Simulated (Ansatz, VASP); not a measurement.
# GaN: VASP beside Ansatz, part 2 of 2

One calculation is typed for both programs; each brings its own data sets. How far apart do they land? The structure shown is the end of the Ansatz relaxation below.

VASP 6.6.1 and Ansatz 0.2.0.

So far. Step 3 (VASP: single point, r2SCAN, pair 1): The run ends at a pressure of -2.67 GPa, with forces up to 0.0026 eV/Å.

## (6) VASP: single point, r2SCAN, pair 2

Level of this step: r2SCAN; plane waves and PAW (Ga_d, N) (VASP).

The same cell, functional, mesh and smearing now go to VASP, with its own data sets.

The input, INCAR:

```
SYSTEM = GaN
PREC = Accurate
ENCUT = 660
EDIFF = 1E-06
NELM = 120
ISMEAR = 0
SIGMA = 0.02
LREAL = .FALSE.
ALGO = Normal
METAGGA = R2SCAN
LASPH = .TRUE.
NBANDS = 24
LORBIT = 11
LWAVE = .FALSE.
LCHARG = .FALSE.
ISIF = 2
GGA_COMPAT = .FALSE.
EFERMI = MIDGAP
LMIXTAU = .TRUE.
KPAR = 2
```

The input, POSCAR:

```
GaN
1.0
    3.1180084601      0.0000000000      0.0000000000
   -1.5590042300      2.7002745356      0.0000000000
    0.0000000000      0.0000000000      5.0783654129
Ga N
2 2
Direct
    0.3333333334      0.6666666668      0.9992140125
    0.6666666668      0.3333333334      0.4992140125
    0.3333333334      0.6666666668      0.3757859875
    0.6666666668      0.3333333334      0.8757859875
```

The input, KPOINTS:

```
Automatic mesh
0
Gamma
9 9 4
0 0 0
```

PAW data sets: Ga_d and N (PBE family, release 64).

On the command line:

```
$ mpirun -np 2 vasp_std
```

Numbers of over 12 decimals in the logs are rounded to 6 here.

The program printed:

```text
[banner, memory and clock lines left out]
running    2 mpi-ranks, on    1 nodes
[...]
[... a notice as in an earlier step ...]

 LDA part: xc-table for (None), standard interpolation
 POSCAR, INCAR and KPOINTS ok, starting setup
[...]
entering main loop
       N       E                     dE             d eps       ncg     rms          rms(c)
DAV:   1     0.287249569506E+03    0.28725E+03   -0.21481E+04  1872   0.338E+03
DAV:   2    -0.146201641438E+02   -0.30187E+03   -0.28881E+03  1832   0.607E+02
DAV:   3    -0.524615770720E+02   -0.37841E+02   -0.37524E+02  2096   0.167E+02
DAV:   4    -0.536572850379E+02   -0.11957E+01   -0.11939E+01  2200   0.341E+01
[...]
DAV:  17    -0.436871958962E+02   -0.39203E-04   -0.15482E-04  2160   0.122E-01    0.314E-03
DAV:  18    -0.436872017841E+02   -0.58879E-05   -0.87490E-06  1944   0.298E-02    0.318E-03
DAV:  19    -0.436872020941E+02   -0.30997E-06   -0.36691E-07  1144   0.167E-02
   1 F= -.43687202E+02 E0= -.43687202E+02  d E =0.000000E+00
```

Parts of OUTCAR (step 6):

```text
  Total        4.0611363      4.0611363      4.0345513      0.0000000      0.0000000      0.0000000
  in kB      152.1769896    152.1769896    151.1808081      0.0000000      0.0000000      0.0000000
  external PRESSURE =     151.8449291 kB  Pullay stress =       0.0000000 kB

 POSITION                                       TOTAL-FORCE (eV/Angst)
 -----------------------------------------------------------------------------------
      0.00000      1.80018      5.07437        -0.000000      0.000000      0.000026
      1.55900      0.90009      2.53519        -0.000000      0.000000      0.000026
      0.00000      1.80018      1.90838         0.000000      0.000000     -0.000026
      1.55900      0.90009      4.44756         0.000000      0.000000     -0.000026
 -----------------------------------------------------------------------------------
    total drift:                                0.000000      0.000001      0.004090

  FREE ENERGIE OF THE ION-ELECTRON SYSTEM (eV)
  ---------------------------------------------------
  free  energy   TOTEN  =       -43.6872020941 eV

  energy  without entropy=      -43.6872020941  energy(sigma->0) =      -43.68720209

[... 1 part as in an earlier step ...]

[... 2 further parts left out ...]
[key lines of the parts left out:]
E-fermi :   7.1872
```

The run ends at a pressure of 15.18 GPa.

## (7) Side by side

Compared:

```tsv
quantity	Ansatz	VASP	difference
pressure (GPa)	13.87	15.18	-1.31
gap on the k mesh (eV)	2.783	2.772	+0.012
```

A gap on the mesh is an upper bound, since the band edges may lie between its points.

## (8) Ansatz: relaxation, r2SCAN

This run makes the geometry at which the two programs are then compared. The cell compared in this pair holds 43.67 Å³, against 42.76 Å³ for the pair before.

The structure compared here is the end of the Ansatz relaxation.

The input, input.yaml:

```yaml
crystal:
  lattice:
    - [3.1401615663, 0.0, 0.0]
    - [-1.5700807831, 2.7194596884, 0.0]
    - [0.0, 0.0, 5.1134959647]
  atoms:
    - { symbol: Ga, position: [0.3333333333, 0.6666666667, -0.000889747] }
    - { symbol: Ga, position: [0.6666666667, 0.3333333333, 0.499110253] }
    - { symbol: "N", position: [0.3333333333, 0.6666666667, 0.375889747] }
    - { symbol: "N", position: [0.6666666667, 0.3333333333, 0.875889747] }
kpoints:
  mp_grid: { grid: [9, 9, 4] }
hamiltonian:
  xc: r2scan
  pseudopotentials: { kind: paw, azcp: { folder: soft_1 } }
scf:
  occupations: { method: gaussian, width: 0.02 }
output:
  forces: true
  stress: true
  eigenvalues: true
basis:
  ecutwfc: 600.0
relax:
  adjacent_minimum: "off"
  f_tol: 0.001
  max_steps: 60
  cell: { stress_tol: 0.02, fix: [volume] }
```

On the command line:

```
$ ansatz run input.yaml --threads 4 --pin off --max-ram 9216MiB --backend cpu --events-out ev --progress --plain --runs-dir out
```

The program printed:

```text
[...]
Crystal: 4 atoms, lattice volume = 43.667 Å³
Basis set: ecut = 600 eV, 1449 PW (Γ), exchange–correlation on 108×108×180 points (64 copies of the dense FFT grid, shifted against one another)
Bands: 22, of which v1, the nominal top of the filled ones, is band 18 counted from 1 (17 counted from 0)
Symmetry: 12 space group operations
[...]
--- Relaxed structure (4 steps of the walk, 4 accepted, 1 SCFs on fresh bases) ---
[...]
cell:  # Å, volume = 43.6669 Å³
    - [3.140105, -2.886692816319143e-11, 0]
    - [-1.570052, 2.719410, 0]
    - [0, 0, 5.113681]
  atoms:
    - { symbol: Ga, position: [0.333333, 0.666667, -0.000829148] }
    - { symbol: Ga, position: [0.666667, 0.333333, 0.499171] }
    - { symbol: N, position: [0.333333, 0.666667, 0.375829] }
    - { symbol: N, position: [0.666667, 0.333333, 0.875829] }
[key lines of the parts left out:]
SCF converged after 4 iterations
Free energy (F): -8352.737698 eV
Fermi energy:    11.424984 eV
P = ⅓ Tr σ = 8.7496 GPa (87.496 kbar)
```

## (9) VASP: single point, r2SCAN, pair 3

The same cell, functional, mesh and smearing now go to VASP, with its own data sets.

INCAR is that of step 6.

The input, POSCAR:

```
GaN
1.0
    3.1401046620      0.0000000000      0.0000000000
   -1.5700523310      2.7194104078      0.0000000000
    0.0000000000      0.0000000000      5.1136812979
Ga N
2 2
Direct
    0.3333333334      0.6666666668      0.9991708519
    0.6666666668      0.3333333334      0.4991708519
    0.3333333334      0.6666666668      0.3758291481
    0.6666666668      0.3333333334      0.8758291481
```

KPOINTS is that of step 6.

On the command line:

```
$ mpirun -np 2 vasp_std
```

The program printed:

```text
[... set-up lines as in an earlier step ...]
 entering main loop
       N       E                     dE             d eps       ncg     rms          rms(c)
DAV:   1     0.280931228037E+03    0.28093E+03   -0.21206E+04  1896   0.333E+03
DAV:   2    -0.145524612536E+02   -0.29548E+03   -0.28185E+03  1848   0.595E+02
DAV:   3    -0.524843195483E+02   -0.37932E+02   -0.37397E+02  2128   0.165E+02
DAV:   4    -0.536706600626E+02   -0.11863E+01   -0.11847E+01  2104   0.333E+01
[...]
DAV:  17    -0.437593143490E+02   -0.43318E-04   -0.17739E-04  2008   0.118E-01    0.108E-02
DAV:  18    -0.437593198211E+02   -0.54721E-05   -0.10251E-05  2472   0.369E-02    0.469E-03
DAV:  19    -0.437593199229E+02   -0.10178E-06   -0.15374E-06  1368   0.281E-02
   1 F= -.43759320E+02 E0= -.43759320E+02  d E =0.000000E+00
```

OUTCAR, selected parts (step 9):

```text
  Total        2.7293728      2.7293728      2.7169417      0.0000000      0.0000000      0.0000000
  in kB      100.1430700    100.1430700     99.6869642      0.0000000      0.0000000      0.0000000
  external PRESSURE =      99.9910347 kB  Pullay stress =       0.0000000 kB

 POSITION                                       TOTAL-FORCE (eV/Angst)
 -----------------------------------------------------------------------------------
      0.00000      1.81294      5.10944        -0.000000     -0.000000      0.000168
      1.57005      0.90647      2.55260         0.000000      0.000000      0.000168
      0.00000      1.81294      1.92187         0.000000      0.000000     -0.000168
      1.57005      0.90647      4.47871         0.000000      0.000000     -0.000168
 -----------------------------------------------------------------------------------
    total drift:                                0.000000      0.000001     -0.001139

  FREE ENERGIE OF THE ION-ELECTRON SYSTEM (eV)
  ---------------------------------------------------
  free  energy   TOTEN  =       -43.7593199229 eV

  energy  without entropy=      -43.7593199229  energy(sigma->0) =      -43.75931992

[... 1 part as in an earlier step ...]

[... 2 further parts left out ...]
[key lines of the parts left out:]
E-fermi :   6.8710
```

The run ends at a pressure of 10.00 GPa, with forces up to 1.7e-4 eV/Å.

## (10) Differences

The two programs side by side:

```tsv
quantity	Ansatz	VASP	difference
pressure (GPa)	8.75	10.00	-1.25
gap on the k mesh (eV)	2.637	2.627	+0.010
```

A gap on the mesh is an upper bound, since the band edges may lie between its points.

## (11) Outcome

| Quantity | Value |
| --- | --- |
| difference in pressure (single point, r2SCAN, pair 1) | -1.1 GPa |
| difference in pressure (single point, r2SCAN, pair 2) | -1.3 GPa |
| difference in pressure (single point, r2SCAN, pair 3) | -1.2 GPa |

The difference in pressure is -1.3 GPa (single point, r2SCAN, pair 2), beyond the 1 GPa picked in this series as the mark of a large difference. What causes the difference of the single point, r2SCAN, pair 1 pair stays open here. What causes the difference of the single point, r2SCAN, pair 2 pair stays open here. What causes the difference of the single point, r2SCAN, pair 3 pair stays open here. 1 further run of this series is not shown here. How closely two codes agree says nothing of how well the functional describes the real material.

[Lines on the potential files, build, host, timing and source positions are cut from VASP's logs without a mark.]

[Logs are printed without paths, hosts, clocks, repeated set-up lines and the standing remarks that a program may print on its own settings, such as how far it seeks lower states.]

[Hosts, paths, dates, database ids (printed as entryN), source tags and the programs' standing remarks are cut or masked in the printed files.]
